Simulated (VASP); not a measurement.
Input:

```
Pt
1.0
    0.00000     1.97389     1.97389
    1.97389     0.00000     1.97389
    1.97389     1.97389     0.00000
Pt
1
Direct
  0.00000   0.00000   0.00000
```

All values below come from optB86b-vdW, VASP's PBE PAW potentials (set 64) (plane waves; VASP). Numerical set-up: 520 eV cut-off, 14×14×14 Γ-centred mesh, first-order Methfessel-Paxton smearing of 0.10 eV, potentials Pt.

Unless said otherwise, spin-orbit coupling is left out, though it shifts the bands of the heavy elements here.

Task: Estimate the energy per atom (σ→0), band gap (on the k-mesh) with the smallest direct gap where there is one.

Result: 
| Item | Result |
|---|---|
| band gap (on the k-mesh) | none (metal, semimetal or under 0.01 eV) |
| energy per atom (σ→0) | -3.834 eV/atom |

Total energies compare only between runs with the same potentials, cut-off and functional.

The compound is Pt in the fcc structure. It was relaxed first. The start is the result of an earlier pass.
